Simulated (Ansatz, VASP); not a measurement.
# Al3GaN4 (alloy, x = 0.25, one random ordering in a cell of 16 atoms (invented)): VASP beside Ansatz

One calculation is typed for both programs; each brings its own data sets. How far apart do they land? The cell is generated by rule, not measured, and may not be a known phase. The cell is taken from a series of runs on this material, whose earlier steps may have relaxed, scaled, displaced or heated it; both programs get it as it stands.

Main program and level: Ansatz 0.2.0; plane waves, with VASP 6.6.1 beside it; relaxation of cell and atoms at r2SCAN.

### Step 1. The structure

The structure is orthorhombic, space group Amm2 (No. 38). The conventional cell has a = 3.114 Å, b = 6.227 Å, c = 8.796 Å, α = 90.00°, β = 90.00°, γ = 90.00°. Al has 4 N at 1.88 to 1.90 Å nearest. Nearest to Al lie 4 N at 1.89 to 1.91 Å. Nearest to Ga lie 4 N at 1.93 to 1.95 Å. N has 3 Al at 1.89 Å and 1 Ga at 1.95 Å nearest. Nearest to N lie 4 Al at 1.90 to 1.91 Å. Nearest to N lie 2 Al at 1.88 Å and 2 Ga at 1.93 Å. Farther neighbours and most contacts between anions are not listed.

Coordinates:

```cif
data_structure
_symmetry_space_group_name_H-M 'Amm2'
_symmetry_Int_Tables_number 38
_cell_length_a 3.1136
_cell_length_b 6.2267
_cell_length_c 8.7960
_cell_angle_alpha 90.000
_cell_angle_beta 90.000
_cell_angle_gamma 90.000
_cell_volume 170.54
loop_
_atom_site_label
_atom_site_type_symbol
_atom_site_symmetry_multiplicity
_atom_site_Wyckoff_symbol
_atom_site_fract_x
_atom_site_fract_y
_atom_site_fract_z
_atom_site_occupancy
Al1 Al 4 d 0.00000 0.25045 0.25004 1
Al2 Al 2 b 0.50000 0.50000 0.00015 1
Ga1 Ga 2 b 0.50000 0.50000 0.49984 1
N1 N 4 e 0.50000 0.74470 0.87221 1
N2 N 2 a 0.00000 0.50000 0.12511 1
N3 N 2 a 0.00000 0.50000 0.63042 1
```

### Step 2. VASP: relaxation of cell and atoms, r2SCAN, pair 1

The relaxed volume is the usual yardstick between codes: in a stiff, nearly cubic crystal its relative difference is about their pressure difference at one cell divided by the bulk modulus.

Lines of VASP's logs that name or quote its potential files are left out, and so is its time.

Contents of INCAR:

```
SYSTEM = Al3GaN4
PREC = Accurate
ENCUT = 660
EDIFF = 1E-07
NELM = 120
ISMEAR = 0
SIGMA = 0.01
LREAL = .FALSE.
ALGO = Normal
METAGGA = R2SCAN
LASPH = .TRUE.
NBANDS = 29
LORBIT = 11
LWAVE = .FALSE.
LCHARG = .FALSE.
ISIF = 3
IBRION = 2
NSW = 80
EDIFFG = -0.005
GGA_COMPAT = .FALSE.
NELMIN = 4
EFERMI = MIDGAP
LMIXTAU = .TRUE.
KPAR = 2
```

Contents of POSCAR:

```
Al3GaN4
1.0
    3.1136310000      0.0000000000      0.0000000000
    0.0000000000      3.1133640000      4.3980210000
    0.0000000000     -3.1133640000      4.3980210000
Al Ga N
3 1 4
Direct
    0.0000000000      0.5004837817      0.9995918205
    0.5000001606      0.5001465432      0.5001465432
    0.0000000000      0.9995918205      0.5004837817
    0.5000001606      0.9998369721      0.9998369721
    0.5000001606      0.6169013124      0.1275100944
    0.0000000000      0.6251078610      0.6251078610
    0.0000000000      0.1304216146      0.1304216146
    0.5000001606      0.1275100944      0.6169013124
```

Contents of KPOINTS:

```
Automatic mesh
0
Gamma
6 4 4
0 0 0
```

The projector-augmented-wave data sets are Al, Ga_d and N (PBE family, release 64).

Started as:

```console
mpirun -np 2 vasp_std
```

Numbers of over 12 decimals in the logs are rounded to 6 here.

Log:

```text
[banner, memory and clock lines left out]
running    2 mpi-ranks, on    1 nodes
 distrk:  each k-point on    1 cores,    2 groups
 distr:  one band on    1 cores,    1 groups

 POSCAR found type information on POSCAR AlGaN
 POSCAR found :  3 types and       8 ions
|                                                                             |
|               ----> ADVICE to this user running VASP <----                  |
|                                                                             |
|     You enforced a specific xc type in the INCAR file but a different       |
|     [... a line on the potential file left out ...]
|     I HOPE YOU KNOW WHAT YOU ARE DOING!                                     |
|                                                                             |

 LDA part: xc-table for (None), standard interpolation
 POSCAR, INCAR and KPOINTS ok, starting setup
 FFT: planning ... GRIDC
 FFT: planning ... GRID_SOFT
 FFT: planning ... GRID
 WAVECAR not read
 entering main loop
       N       E                     dE             d eps       ncg     rms          rms(c)
DAV:   1     0.385361601498E+03    0.38536E+03   -0.22851E+04  1707   0.221E+03
DAV:   2    -0.367635380650E+02   -0.42213E+03   -0.39634E+03  1878   0.586E+02
DAV:   3    -0.948371288909E+02   -0.58074E+02   -0.57304E+02  1861   0.171E+02
DAV:   4    -0.974124652209E+02   -0.25753E+01   -0.25649E+01  2248   0.399E+01
DAV:   5    -0.974602775783E+02   -0.47812E-01   -0.47773E-01  1960   0.513E+00    0.171E+01
DAV:   6    -0.807904743805E+02    0.16670E+02   -0.27956E+01  2503   0.542E+01    0.703E+00
DAV:   7    -0.783199076473E+02    0.24706E+01   -0.27715E+00  1818   0.132E+01    0.407E+00
DAV:   8    -0.829696893899E+02   -0.46498E+01   -0.33810E+00  2103   0.151E+01    0.317E+00
DAV:   9    -0.795621006786E+02    0.34076E+01   -0.17118E+00  1721   0.104E+01    0.523E-01
DAV:  10    -0.793851090539E+02    0.17699E+00   -0.27627E-01  2064   0.475E+00    0.323E-01
DAV:  11    -0.793522786112E+02    0.32830E-01   -0.71933E-02  1684   0.254E+00    0.394E-01
DAV:  12    -0.793810379825E+02   -0.28759E-01   -0.46705E-03  2105   0.613E-01    0.289E-01
DAV:  13    -0.794078123002E+02   -0.26774E-01   -0.66634E-03  1714   0.817E-01    0.159E-01
DAV:  14    -0.794130893946E+02   -0.52771E-02   -0.24608E-03  1784   0.493E-01    0.514E-02
DAV:  15    -0.794133545234E+02   -0.26513E-03   -0.56093E-04  1962   0.200E-01    0.390E-02
DAV:  16    -0.794133421248E+02    0.12399E-04   -0.35515E-05  2524   0.787E-02    0.347E-02
DAV:  17    -0.794133970468E+02   -0.54922E-04   -0.74815E-05  2361   0.148E-01    0.871E-03
DAV:  18    -0.794134043933E+02   -0.73465E-05   -0.13938E-05  2289   0.344E-02    0.142E-02
DAV:  19    -0.794134023410E+02    0.20523E-05   -0.11442E-06  2082   0.136E-02    0.989E-03
DAV:  20    -0.794134075470E+02   -0.52059E-05   -0.53858E-06  2003   0.454E-02    0.588E-03
DAV:  21    -0.794134077938E+02   -0.24685E-06   -0.25337E-06  1747   0.138E-02    0.511E-03
DAV:  22    -0.794134088826E+02   -0.10888E-05   -0.25210E-07  1698   0.476E-03    0.341E-03
DAV:  23    -0.794134090030E+02   -0.12039E-06   -0.85484E-08  1359   0.300E-03    0.206E-03
DAV:  24    -0.794134090344E+02   -0.31437E-07   -0.59223E-08  1064   0.263E-03
   1 F= -.79413409E+02 E0= -.79413409E+02  d E =-.794134E+02
[...]
2 F= -.79413718E+02 E0= -.79413718E+02  d E =-.309249E-03
[...]
3 F= -.79413764E+02 E0= -.79413764E+02  d E =-.354513E-03
 curvature:  -0.38 expect dE=-0.377E-05 dE for cont linesearch -0.445E-06
 ZBRENT: interpolating
 opt :   0.7595  next Energy=   -79.413764 (dE=-0.355E-03)
 bond charge predicted
       N       E                     dE             d eps       ncg     rms          rms(c)
DAV:   1    -0.794137640655E+02   -0.54254E-06   -0.13244E-04  1672   0.712E-02    0.200E-03
DAV:   2    -0.794137638157E+02    0.24984E-06   -0.26387E-06  2216   0.129E-02    0.128E-03
DAV:   3    -0.794137633971E+02    0.41860E-06   -0.23888E-07  1619   0.489E-03    0.564E-04
DAV:   4    -0.794137633953E+02    0.17972E-08   -0.78956E-08  1256   0.338E-03
   4 F= -.79413763E+02 E0= -.79413763E+02  d E =-.354361E-03
 curvature:  -0.38 expect dE=-0.410E-05 dE for cont linesearch -0.704E-10
 trial: gam= 0.01131 g(F)=  0.256E-05 g(S)=  0.821E-05 ort =-0.429E-06 (trialstep = 0.952E+00)
 search vector abs. value=  0.109E-04
 reached required accuracy - stopping structural energy minimisation
```

Parts of OUTCAR (step 2):

```text
ion  position               nearest neighbor table
   1  0.000  0.500  1.000-   7 1.88   5 1.89   5 1.89   6 1.90   3 3.11   4 3.11   4 3.11   2 3.11
                             2 3.11   2 3.11   2 3.11   4 3.11   4 3.11   3 3.12
   2  0.500  0.500  0.500-   5 1.89   8 1.89   6 1.91   6 1.91   1 3.11   3 3.11   3 3.11   1 3.11
                             4 3.11   4 3.11   1 3.11   3 3.11   1 3.11   3 3.11
   3  0.000  1.000  0.500-   7 1.88   8 1.89   8 1.89   6 1.90   1 3.11   4 3.11   4 3.11   2 3.11
                             2 3.11   2 3.11   2 3.11   4 3.11   4 3.11   1 3.12
   4  0.500  1.000  1.000-   7 1.93   7 1.93   8 1.95   5 1.95   1 3.11   3 3.11   3 3.11   1 3.11
                             2 3.11   2 3.11   1 3.11   3 3.11   3 3.11   1 3.11
   5  0.500  0.617  0.128-   1 1.89   1 1.89   2 1.89   4 1.95
   6  0.000  0.625  0.625-   1 1.90   3 1.90   2 1.91   2 1.91
   7  0.000  0.130  0.130-   1 1.88   3 1.88   4 1.93   4 1.93
   8  0.500  0.128  0.617-   3 1.89   3 1.89   2 1.89   4 1.95

  LATTYP: Found a base centered orthorhombic cell.
 ALAT       =     6.2267280000
 B/A-ratio  =     1.4126266636
 C/A-ratio  =     0.5000428797

 Subroutine GETGRP returns: Found  4 space group operations
 (whereof  4 operations were pure point group operations)

The static configuration has the point symmetry C_2v.

 Found     28 irreducible k-points:

   k-points           NKPTS =     28   k-points in BZ     NKDIM =     28   number of bands    NBANDS=     29

   dimension x,y,z NGX =    28 NGY =   48 NGZ =   48
   dimension x,y,z NGXF=    56 NGYF=   96 NGZF=   96

   ENCUT  =  660.0 eV  48.51 Ry    6.96 a.u.   6.52 11.29 11.29*2*pi/ulx,y,z

   NELECT =      42.0000    total number of electrons

 k-points in reciprocal lattice and weights: Automatic mesh
   0.00000000  0.00000000  0.00000000       0.010
   0.16666667  0.00000000  0.00000000       0.021
   0.33333333  0.00000000  0.00000000       0.021
   0.50000000  0.00000000  0.00000000       0.010
   0.00000000  0.25000000 -0.00000000       0.042
   0.16666667  0.25000000 -0.00000000       0.083
   0.33333333  0.25000000 -0.00000000       0.083
   0.50000000  0.25000000 -0.00000000       0.042
   0.00000000  0.50000000 -0.00000000       0.021
[...]
0.33333333  0.50000000  0.50000000       0.021
   0.50000000  0.50000000  0.50000000       0.010

 average (electrostatic) potential at core
       1 -74.8964       2 -74.9798       3 -74.8964       4 -67.2091       5 -63.3271
       6 -63.2296       7 -63.4260       8 -63.3271

 E-fermi :   7.5455

 k-point     1 :       0.0000    0.0000    0.0000
  band No.  band energies     occupation
    ...
     17       4.9022      2.00000
     18       4.9075      2.00000
     19       5.5282      2.00000
     20       5.5634      2.00000
     21       5.6593      2.00000
     22       9.4965      0.00000
     23       9.5981      0.00000
     24      12.4730      0.00000
     25      13.2849      0.00000
     26      14.5140      0.00000
    ...

 k-point     2 :       0.1667    0.0000    0.0000
  band No.  band energies     occupation
    ...
     17       4.2788      2.00000
     18       4.5394      2.00000
     19       4.6304      2.00000
     20       5.2089      2.00000
     21       5.5221      2.00000
     22      10.3933      0.00000
     23      10.8065      0.00000
     24      13.4814      0.00000
     25      13.9507      0.00000
     26      14.1506      0.00000
    ...

 k-point     3 :       0.3333    0.0000    0.0000
  band No.  band energies     occupation
    ...
     17       3.6598      2.00000
     18       3.6617      2.00000
     19       4.1716      2.00000
     20       4.1960      2.00000
     21       5.3247      2.00000
     22      12.0246      0.00000
     23      12.5636      0.00000
     24      12.7200      0.00000
     25      12.7513      0.00000
     26      14.9611      0.00000
    ...

  Total       -0.0238680     -0.0150873     -0.0237664      0.0000000      0.0000000      0.0000000
  in kB       -0.4482586     -0.2833497     -0.4463491      0.0000000      0.0000000      0.0000000
  external PRESSURE =      -0.3926524 kB  Pullay stress =       0.0000000 kB

  energy-cutoff  :      660.00
  volume of cell :       85.31
      direct lattice vectors                 reciprocal lattice vectors
     3.114221929  0.000000000  0.000000000     0.321107494  0.000000000  0.000000000
     0.000000000  3.113730277  4.398838242     0.000000000  0.160579098  0.113666376
     0.000000000 -3.113730277  4.398838242     0.000000000 -0.160579098  0.113666376

 POSITION                                       TOTAL-FORCE (eV/Angst)
 -----------------------------------------------------------------------------------
      0.00000     -1.55396      6.59866         0.000000      0.003015      0.001185
      1.55711      0.00000      4.40012         0.000000      0.000000      0.001416
      0.00000      1.55396      6.59866         0.000000     -0.003015      0.001185
      1.55711      0.00000      8.79615         0.000000      0.000000      0.002544
      1.55711      1.52152      3.27286         0.000000     -0.001197     -0.002865
      0.00000      0.00000      5.49960         0.000000      0.000000      0.001139
      0.00000      0.00000      1.15064         0.000000      0.000000     -0.001739
      1.55711     -1.52152      3.27286         0.000000      0.001197     -0.002865
 -----------------------------------------------------------------------------------
    total drift:                               -0.000849      0.000000      0.015901

  FREE ENERGIE OF THE ION-ELECTRON SYSTEM (eV)
  ---------------------------------------------------
  free  energy   TOTEN  =       -79.4137633953 eV

  energy  without entropy=      -79.4137633953  energy(sigma->0) =      -79.41376340

 reached required accuracy - stopping structural energy minimisation

 total charge
# of ion       s       p       d       tot
------------------------------------------
    1        0.370   0.452   0.000   0.821
    2        0.367   0.445   0.000   0.812
    3        0.370   0.452   0.000   0.821
    4        0.757   0.909  10.200  11.866
    5        1.228   2.631   0.000   3.859
    6        1.225   2.645   0.000   3.871
    7        1.230   2.617   0.000   3.847
    8        1.228   2.631   0.000   3.859
--------------------------------------------------
tot          6.774  12.782  10.200  29.756

[... 3 further parts left out ...]
```

The run keeps the 4 symmetry operations of its start, so it cannot find a distortion of lower symmetry.

[end of part 1 of 2]

[Lines on the potential files, build, host, timing and source positions are cut from VASP's logs without a mark.]

[Logs are printed without paths, hosts, clocks, repeated set-up lines and the standing remarks that a program may print on its own settings, such as how far it seeks lower states.]

[Hosts, paths, dates, database ids (printed as entryN), source tags and the programs' standing remarks are cut or masked in the printed files.]
